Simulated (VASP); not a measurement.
Output of a VASP run:

File OUTCAR:
```
 ion  position               nearest neighbor table
   1  0.500  0.500  0.500-   2 2.43   2 2.43   2 2.43   2 2.43   2 2.43   2 2.43   2 2.43   2 2.43
  LATTYP: Found a simple cubic cell.
 ALAT       =     2.8033973580
 Subroutine PRICEL returns:
 Original cell was already a primitive cell.
 Subroutine GETGRP returns: Found 48 space group operations
The static configuration has the point symmetry O_h .
The dynamic configuration has the point symmetry O_h .
 Subroutine INISYM returns: Found 48 space group operations
 Subroutine IBZKPT returns following result:
 Found     84 irreducible k-points:

 Following reciprocal coordinates:
            Coordinates               Weight
  0.000000  0.000000  0.000000      1.000000
  0.076923  0.000000  0.000000      6.000000
  0.153846  0.000000  0.000000      6.000000
  0.230769  0.000000  0.000000      6.000000
  0.307692  0.000000  0.000000      6.000000
  0.384615  0.000000  0.000000      6.000000
  0.461538  0.000000  0.000000      6.000000
  0.076923  0.076923  0.000000     12.000000
  0.153846  0.076923  0.000000     24.000000
  0.230769  0.076923  0.000000     24.000000
  0.307692  0.076923  0.000000     24.000000
  0.384615  0.076923  0.000000     24.000000
  0.461538  0.076923  0.000000     24.000000
  0.153846  0.153846  0.000000     12.000000
  0.230769  0.153846  0.000000     24.000000
  0.307692  0.153846  0.000000     24.000000
  0.384615  0.153846  0.000000     24.000000
  0.461538  0.153846  0.000000     24.000000
  0.230769  0.230769  0.000000     12.000000
  0.307692  0.230769  0.000000     24.000000
  0.384615  0.230769  0.000000     24.000000
  0.461538  0.230769  0.000000     24.000000
  0.307692  0.307692  0.000000     12.000000
  0.384615  0.307692  0.000000     24.000000
  0.461538  0.307692  0.000000     24.000000
  0.384615  0.384615  0.000000     12.000000
  0.461538  0.384615  0.000000     24.000000
  0.461538  0.461538  0.000000     12.000000
  0.076923  0.076923  0.076923      8.000000
  0.153846  0.076923  0.076923     24.000000
  0.230769  0.076923  0.076923     24.000000
  0.307692  0.076923  0.076923     24.000000
  0.384615  0.076923  0.076923     24.000000
  0.461538  0.076923  0.076923     24.000000
  0.153846  0.153846  0.076923     24.000000
  0.230769  0.153846  0.076923     48.000000
  0.307692  0.153846  0.076923     48.000000
  0.384615  0.153846  0.076923     48.000000
  0.461538  0.153846  0.076923     48.000000
  0.230769  0.230769  0.076923     24.000000
   k-points           NKPTS =     84   k-points in BZ     NKDIM =     84   number of bands    NBANDS=     15
   number of dos      NEDOS =    301   number of ions     NIONS =      2
   total plane-waves  NPLWV =   8000
   dimension x,y,z NGX =    20 NGY =   20 NGZ =   20
   dimension x,y,z NGXF=    40 NGYF=   40 NGZF=   40
   ions per type =               1   1
   PREC   = accura    normal or accurate (medium, high low for compatibility)
   ISTART =      0    job   : 0-new  1-cont  2-samecut
   ICHARG =      2    charge: 1-file 2-atom 10-const
   ISPIN  =      1    spin polarized calculation?
   LNONCOLLINEAR =      F non collinear calculations
   LSORBIT =      F    spin-orbit coupling
   INIWAV =      1    electr: 0-lowe 1-rand  2-diag
   ENCUT  =  500.0 eV  36.75 Ry    6.06 a.u.   5.11  5.11  5.11*2*pi/ulx,y,z
   NELM   =    100;   NELMIN=  2; NELMDL= -5     # of ELM steps
   EDIFF  = 0.1E-05   stopping-criterion for ELM
   LREAL  =      F    real-space projection
   NLSPLINE    = F    spline interpolate recip. space projectors
   LMAXMIX     =    4 max onsite mixed and CHGCAR
   VOSKOWN=      0    Vosko Wilk Nusair interpolation
   EDIFFG = -.2E-01   stopping-criterion for IOM
   NSW    =     40    number of steps for IOM
   NBLOCK =      1;   KBLOCK =     40    inner block; outer block
   IBRION =      2    ionic relax: 0-MD 1-quasi-New 2-CG
   NFREE  =      1    steps in history (QN), initial steepest desc. (CG)
...
```

OSZICAR:
```
       N       E                     dE             d eps       ncg     rms          rms(c)
DAV:   1     0.106569827991E+03    0.10657E+03   -0.11368E+04  2656   0.258E+03
DAV:   2    -0.310810658729E+01   -0.10968E+03   -0.10715E+03  2520   0.325E+02
DAV:   3    -0.586987317145E+01   -0.27618E+01   -0.27552E+01  3088   0.704E+01
DAV:   4    -0.588686743469E+01   -0.16994E-01   -0.16993E-01  2933   0.482E+00
DAV:   5    -0.588708018458E+01   -0.21275E-03   -0.21275E-03  3268   0.567E-01    0.109E+01
DAV:   6    -0.546048847336E+01    0.42659E+00   -0.15667E+01  2750   0.114E+02    0.543E+00
DAV:   7    -0.470207744733E+01    0.75841E+00   -0.36382E+00  2775   0.111E+02    0.308E+00
DAV:   8    -0.469519768564E+01    0.68798E-02   -0.14958E-01  2732   0.532E+00    0.155E+00
DAV:   9    -0.468430280646E+01    0.10895E-01   -0.15778E-02  3425   0.327E+00    0.121E-01
DAV:  10    -0.468428310195E+01    0.19705E-04   -0.10541E-03  3948   0.759E-01    0.479E-02
DAV:  11    -0.468427202754E+01    0.11074E-04   -0.10594E-04  3362   0.376E-01    0.822E-03
DAV:  12    -0.468427069652E+01    0.13310E-05   -0.67974E-06  3214   0.654E-02    0.404E-03
DAV:  13    -0.468426995787E+01    0.73865E-06   -0.47715E-07  1491   0.216E-02
   1 F= -.55888338E+00 E0= -.55895790E+00  d E =-.558883E+00
```

OUTCAR:
```
------------------------ aborting loop because EDIFF is reached ----------------------------------------
  FORCE on cell =-STRESS in cart. coord.  units (eV):
  Direction    XX          YY          ZZ          XY          YZ          ZX
  --------------------------------------------------------------------------------------
  Total        4.0882938      4.0882938      4.0882938      0.0000000      0.0000000      0.0000000
  in kB      297.3025986    297.3025986    297.3025986      0.0000000      0.0000000      0.0000000
  external PRESSURE =      -2.6974014 kB  Pullay stress =     300.0000000 kB
  volume of cell :       22.03
      direct lattice vectors                 reciprocal lattice vectors
     2.803397358  0.000000000  0.000000000     0.356710046  0.000000000  0.000000000
     0.000000000  2.803397358  0.000000000     0.000000000  0.356710046  0.000000000
     0.000000000  0.000000000  2.803397358     0.000000000  0.000000000  0.356710046
 POSITION                                       TOTAL-FORCE (eV/Angst)
 -----------------------------------------------------------------------------------
      1.40170      1.40170      1.40170         0.000000      0.000000      0.000000
      0.00000      0.00000      0.00000         0.000000      0.000000      0.000000
 -----------------------------------------------------------------------------------
    total drift:                               -0.000000      0.000000     -0.000000
  FREE ENERGIE OF THE ION-ELECTRON SYSTEM (eV)
  ---------------------------------------------------
  free  energy   TOTEN  =        -4.6842699579 eV

  energy  without entropy=       -4.6844935261  energy(sigma->0) =       -4.68434448
  enthalpy is  TOTEN    =        -0.5588833780 eV   P V=        4.1253865799

 reached required accuracy - stopping structural energy minimisation
```
(Selected blocks of OUTCAR.)

**POSCAR**
```
CuZn
1
    2.8033973580    -0.0000000000    -0.0000000000
    0.0000000000     2.8033973580    -0.0000000000
    0.0000000000     0.0000000000     2.8033973580
Zn Cu
1 1
Direct
  0.5000000000   0.5000000000   0.5000000000
  0.0000000000   0.0000000000   0.0000000000
```

**Question.** Reconstruct the remaining input files.

**Answer.** One answer among several that fit: the input of the run itself, PBE GGA, plane waves, VASP's PBE PAW potentials (set 64).

KPOINTS:
```
Automatic mesh
0
Gamma
13 13 13
0 0 0
```

INCAR:
```
! general
SYSTEM   =  CuZn
PREC     =  Accurate
ENCUT    =  500
LREAL    =  .FALSE.
LASPH    =  .TRUE.

! electronic loop
EDIFF    =  1E-6
NELM     =  100
ALGO     =  Normal
LMAXMIX  =  4

! smearing
ISMEAR   =  1
SIGMA    =  0.1

! functional
GGA      =  PE

! ions
IBRION   =  2
NSW      =  40
ISIF     =  3
EDIFFG   =  -0.02
PSTRESS  =  300

! output
LWAVE    =  .FALSE.
LCHARG   =  .FALSE.
```

POTCAR, in this order: Zn Cu (PBE.64 set). Program: vasp_std.

The compound is CuZn in the CsCl type structure. It was relaxed first under an external pressure of 30 GPa. The electron count is odd and the run is not spin-polarised, which forces a metal.
